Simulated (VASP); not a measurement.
Computed with PBEsol GGA, VASP's PBE PAW potentials (set 64) (plane waves; VASP).

VASP ran on this input.

### INCAR
```
SYSTEM = CrO2
PREC = Accurate
ENCUT = 520
EDIFF = 1E-7
NELM = 100
ALGO = Normal
LREAL = .FALSE.
LASPH = .TRUE.
ISMEAR = 1
SIGMA = 0.1
GGA = PS
LMAXMIX = 4
ISPIN = 2
MAGMOM = 2.1 2.1 -0.1 -0.1 -0.1 -0.1
LORBIT = 10
LWAVE = .FALSE.
LCHARG = .FALSE.
ISIF = 4
IBRION = 2
NSW = 30
EDIFFG = -0.01
```

**KPOINTS**
```
Regular mesh
0
G
 7 7 11
0 0 0
```

### POSCAR
```
CrO2
1
    4.4784057156     0.0000000000     0.0000000000
    0.0000000000     4.4784057156     0.0000000000
    0.0000000000     0.0000000000     2.9502294494
Cr O
2 4
Direct
  0.0000000000   0.0000000000   0.0000000000
  0.5000000000   0.5000000000   0.5000000000
  0.3034300090   0.3034300090   0.0000000000
  0.8034300090   0.1965699910   0.5000000000
  0.1965699910   0.8034300090   0.5000000000
  0.6965699910   0.6965699910   0.0000000000
```

POTCAR, in this order: Cr_pv O (PBE.64 set). Program: vasp_std.

Output of the run:

OUTCAR:
```
 ion  position               nearest neighbor table
   1  0.000  0.000  0.000-   3 1.92   6 1.92   5 1.93   4 1.93   4 1.93   5 1.93
   2  0.500  0.500  0.500-   4 1.92   5 1.92   3 1.93   6 1.93   3 1.93   6 1.93
   3  0.303  0.303  0.000-   1 1.92   2 1.93   2 1.93
   4  0.803  0.197  0.500-   2 1.92   1 1.93   1 1.93
   5  0.197  0.803  0.500-   2 1.92   1 1.93   1 1.93
   6  0.697  0.697  0.000-   1 1.92   2 1.93   2 1.93
  LATTYP: Found a simple tetragonal cell.
 ALAT       =     4.4784057156
 C/A-ratio  =     0.6587677930
 Subroutine PRICEL returns:
 Original cell was already a primitive cell.
 Subroutine GETGRP returns: Found 16 space group operations
The static configuration has the point symmetry D_2h.
 The point group associated with its full space group is D_4h.
The dynamic configuration has the point symmetry D_2h.
The overall configuration has the point symmetry D_2h.
 Subroutine INISYM returns: Found 16 space group operations
 Subroutine IBZKPT returns following result:
 Found     60 irreducible k-points:

 Following reciprocal coordinates:
            Coordinates               Weight
  0.000000  0.000000  0.000000      1.000000
  0.142857  0.000000  0.000000      4.000000
  0.285714  0.000000  0.000000      4.000000
  0.428571  0.000000  0.000000      4.000000
  0.142857  0.142857  0.000000      4.000000
  0.285714  0.142857  0.000000      8.000000
  0.428571  0.142857  0.000000      8.000000
  0.285714  0.285714  0.000000      4.000000
  0.428571  0.285714  0.000000      8.000000
  0.428571  0.428571  0.000000      4.000000
  0.000000  0.000000  0.090909      2.000000
  0.142857  0.000000  0.090909      8.000000
  0.285714  0.000000  0.090909      8.000000
  0.428571  0.000000  0.090909      8.000000
  0.142857  0.142857  0.090909      8.000000
  0.285714  0.142857  0.090909     16.000000
  0.428571  0.142857  0.090909     16.000000
...
```

### OSZICAR
```
       N       E                     dE             d eps       ncg     rms          rms(c)
DAV:   1     0.605802060684E+03    0.60580E+03   -0.26586E+04  7200   0.177E+03
DAV:   2     0.563489900937E+01   -0.60017E+03   -0.56461E+03  7810   0.519E+02
DAV:   3    -0.664650569247E+02   -0.72100E+02   -0.70264E+02  8638   0.172E+02
DAV:   4    -0.684241336497E+02   -0.19591E+01   -0.18894E+01  8554   0.282E+01
DAV:   5    -0.684712246310E+02   -0.47091E-01   -0.46535E-01  8964   0.445E+00    0.394E+01
DAV:   6    -0.620829951828E+02    0.63882E+01   -0.16449E+02  8484   0.101E+02    0.421E+01
DAV:   7    -0.556296772336E+02    0.64533E+01   -0.11312E+02  8786   0.103E+02    0.181E+01
DAV:   8    -0.533575460553E+02    0.22721E+01   -0.81661E+00  8178   0.246E+01    0.706E+00
DAV:   9    -0.528776174161E+02    0.47993E+00   -0.20401E+00  9648   0.119E+01    0.231E+00
DAV:  10    -0.528996463019E+02   -0.22029E-01   -0.15110E-01  8078   0.323E+00    0.132E+00
DAV:  11    -0.528972741261E+02    0.23722E-02   -0.41604E-02  9218   0.196E+00    0.579E-01
DAV:  12    -0.528963097356E+02    0.96439E-03   -0.47330E-03  9366   0.529E-01    0.298E-01
DAV:  13    -0.528959048229E+02    0.40491E-03   -0.18746E-03  9494   0.414E-01    0.112E-01
DAV:  14    -0.528959030403E+02    0.17826E-05   -0.20801E-04  9264   0.115E-01    0.618E-02
DAV:  15    -0.528958974704E+02    0.55699E-05   -0.62261E-05  8754   0.652E-02    0.252E-02
DAV:  16    -0.528958939975E+02    0.34729E-05   -0.13965E-05  9814   0.324E-02    0.806E-03
DAV:  17    -0.528958938325E+02    0.16494E-06   -0.15501E-06  8686   0.101E-02    0.306E-03
DAV:  18    -0.528958938347E+02   -0.22037E-08   -0.19104E-07  5772   0.411E-03
   1 F= -.52895894E+02 E0= -.52895854E+02  d E =-.528959E+02  mag=     4.0000
       N       E                     dE             d eps       ncg     rms          rms(c)
DAV:   1    -0.529139101546E+02   -0.18016E-01   -0.23904E+00  7200   0.110E+01    0.104E+00
DAV:   2    -0.529078782752E+02    0.60319E-02   -0.78146E-02  8870   0.230E+00    0.791E-01
DAV:   3    -0.529046931133E+02    0.31852E-02   -0.13879E-02  9792   0.119E+00    0.504E-01
DAV:   4    -0.529028570440E+02    0.18361E-02   -0.86926E-03 10326   0.809E-01    0.391E-01
DAV:   5    -0.529027948751E+02    0.62169E-04   -0.96386E-04  9006   0.287E-01    0.208E-01
DAV:   6    -0.529027403570E+02    0.54518E-04   -0.10954E-04 10346   0.860E-02    0.164E-01
DAV:   7    -0.529027270987E+02    0.13258E-04   -0.59460E-05 10430   0.578E-02    0.350E-02
DAV:   8    -0.529027274424E+02   -0.34371E-06   -0.42793E-06  9288   0.150E-02    0.106E-02
DAV:   9    -0.529027275681E+02   -0.12569E-06   -0.56103E-07  8600   0.538E-03    0.450E-03
DAV:  10    -0.529027276267E+02   -0.58602E-07   -0.60392E-08  4404   0.205E-03
   2 F= -.52902728E+02 E0= -.52902593E+02  d E =-.683379E-02  mag=     4.0000
       N       E                     dE             d eps       ncg     rms          rms(c)
DAV:   1    -0.529047886252E+02   -0.20611E-02   -0.31671E-01  7200   0.400E+00    0.386E-01
DAV:   2    -0.529039438767E+02    0.84475E-03   -0.10453E-02  8814   0.849E-01    0.294E-01
DAV:   3    -0.529035378379E+02    0.40604E-03   -0.19241E-03  9682   0.445E-01    0.181E-01
DAV:   4    -0.529032871755E+02    0.25066E-03   -0.11683E-03 10294   0.295E-01    0.142E-01
DAV:   5    -0.529032786476E+02    0.85279E-05   -0.12789E-04  9024   0.104E-01    0.752E-02
DAV:   6    -0.529032717012E+02    0.69464E-05   -0.13453E-05 10340   0.295E-02    0.580E-02
DAV:   7    -0.529032700041E+02    0.16971E-05   -0.73217E-06 10336   0.203E-02    0.129E-02
DAV:   8    -0.529032700672E+02   -0.63064E-07   -0.53736E-07  7376   0.544E-03
   3 F= -.52903270E+02 E0= -.52903135E+02  d E =-.737623E-02  mag=     4.0000
```

OUTCAR:
```
------------------------ aborting loop because EDIFF is reached ----------------------------------------
  FORCE on cell =-STRESS in cart. coord.  units (eV):
  Direction    XX          YY          ZZ          XY          YZ          ZX
  --------------------------------------------------------------------------------------
  Total       -4.7351021     -4.7351021     -4.7739450      0.0000000      0.0000000      0.0000000
  in kB     -128.2145372   -128.2145372   -129.2663040      0.0000000      0.0000000      0.0000000
  external PRESSURE =    -128.5651262 kB  Pullay stress =       0.0000000 kB
  volume of cell :       59.17
      direct lattice vectors                 reciprocal lattice vectors
     4.495505829 -0.000000000  0.000000000     0.222444378  0.000000000  0.000000000
     0.000000000  4.495505829  0.000000000     0.000000000  0.222444378  0.000000000
     0.000000000  0.000000000  2.927827829     0.000000000  0.000000000  0.341550138
 POSITION                                       TOTAL-FORCE (eV/Angst)
 -----------------------------------------------------------------------------------
      0.00000      0.00000      0.00000         0.000000      0.000000     -0.000000
      2.24775      2.24775      1.46391         0.000000      0.000000     -0.000000
      1.37150      1.37150      0.00000        -0.004536     -0.004536     -0.000000
      3.61925      0.87625      1.46391        -0.004536      0.004536     -0.000000
      0.87625      3.61925      1.46391         0.004536     -0.004536     -0.000000
      3.12401      3.12401      0.00000         0.004536      0.004536      0.000000
 -----------------------------------------------------------------------------------
    total drift:                               -0.000000      0.000000      0.000000
  FREE ENERGIE OF THE ION-ELECTRON SYSTEM (eV)
  ---------------------------------------------------
  free  energy   TOTEN  =       -52.9032700672 eV

  energy  without entropy=      -52.9028635969  energy(sigma->0) =      -52.90313458

 total charge

# of ion       s       p       d       tot
------------------------------------------
    1        0.349   6.443   4.000  10.791
    2        0.349   6.443   4.000  10.791
    3        1.565   3.424   0.000   4.989
    4        1.565   3.424   0.000   4.989
    5        1.565   3.424   0.000   4.989
    6        1.565   3.424   0.000   4.989
--------------------------------------------------
tot          6.958  26.581   7.999  41.538

 magnetization (x)

# of ion       s       p       d       tot
------------------------------------------
    1        0.021   0.030   2.059   2.110
    2        0.021   0.030   2.059   2.110
    3       -0.003  -0.081   0.000  -0.084
    4       -0.003  -0.081   0.000  -0.084
    5       -0.003  -0.081   0.000  -0.084
    6       -0.003  -0.081   0.000  -0.084
--------------------------------------------------
tot          0.029  -0.264   4.117   3.882

 reached required accuracy - stopping structural energy minimisation
```
(Selected blocks of OUTCAR.)

**CONTCAR**
```
CrO2
   1.00000000000000
     4.4955058288848049   -0.0000000000000000    0.0000000000000000
     0.0000000000000000    4.4955058288848049    0.0000000000000000
     0.0000000000000000    0.0000000000000000    2.9278278289074771
  Cr              O
     2     4
Direct
     0.0000000000000000    0.0000000000000000    0.0000000000000000
     0.5000000000000000    0.5000000000000000    0.5000000000000000
     0.3050820811324250    0.3050820811324250    0.0000000000000000
     0.8050820811324250    0.1949179188675750    0.5000000000000000
     0.1949179188675750    0.8050820811324250    0.5000000000000000
     0.6949179188675750    0.6949179188675750    0.0000000000000000
```

The compound is CrO2 in the rutile structure. This cell is one point of a volume scan, at 1.06 of the reference volume. Symmetry was kept, so distortions that lower it aren't found.
